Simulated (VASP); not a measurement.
VASP ran on this input.

KPOINTS:
```
Automatic mesh
0
Gamma
11 11 6
0 0 0
```

**POSCAR**
```
Os
1
    1.3923000000     2.4115340000     0.0000000000
    1.3923000000    -2.4115340000     0.0000000000
    0.0000000000     0.0000000000     4.4064000000
Os
2
Direct
  0.6666670000   0.3333330000   0.2500000000
  0.3333330000   0.6666670000   0.7500000000
```

INCAR:
```
SYSTEM = Os
PREC = Accurate
ENCUT = 400
EDIFF = 1E-6
NELM = 100
ALGO = Normal
LREAL = .FALSE.
LASPH = .TRUE.
ISMEAR = 1
SIGMA = 0.1
GGA = PE
LMAXMIX = 6
LWAVE = .FALSE.
LCHARG = .FALSE.
ISIF = 2
```

POTCAR, in this order: Os (PBE.64 set). Program: vasp_std.

The run wrote:

**standard output**
```
 -----------------------------------------------------------------------------
|                                                                             |
|     EEEEEEE  RRRRRR   RRRRRR   OOOOOOO  RRRRRR      ###     ###     ###     |
|     E        R     R  R     R  O     O  R     R     ###     ###     ###     |
|     E        R     R  R     R  O     O  R     R     ###     ###     ###     |
|     EEEEE    RRRRRR   RRRRRR   O     O  RRRRRR       #       #       #      |
|     E        R   R    R   R    O     O  R   R                               |
|     E        R    R   R    R   O     O  R    R      ###     ###     ###     |
|     EEEEEEE  R     R  R     R  OOOOOOO  R     R     ###     ###     ###     |
|                                                                             |
|     ERROR: the triple product of the basis vectors is negative exchange     |
|     two basis vectors                                                       |
|                                                                             |
|       ---->  I REFUSE TO CONTINUE WITH THIS SICK JOB ... BYE!!! <----       |
|                                                                             |
 -----------------------------------------------------------------------------
```

### Question
From input and log, find the fault in this run and mend it.

### Answer
The cause: the lattice vectors form a left-handed set. VASP stops with an error: ERROR: the triple product of the basis vectors is negative exchange two basis vectors ----> I REFUSE TO CONTINUE WITH THIS SICK JOB ... BYE!!! <---- To mend it, correct POSCAR.
File POSCAR:
```
Os
1
    1.3923000000    -2.4115340000     0.0000000000
    1.3923000000     2.4115340000     0.0000000000
    0.0000000000     0.0000000000     4.4064000000
Os
2
Direct
  0.3333330000   0.6666670000   0.2500000000
  0.6666670000   0.3333330000   0.7500000000
```
The mended run (PBE GGA, plane waves, VASP's PBE PAW potentials (set 64)) converges, and its OSZICAR ends with
```
   1 F= -.22436806E+02 E0= -.22437619E+02  d E =0.243932E-02
```

The compound is Os in the hcp structure. The cell was not relaxed at this level.
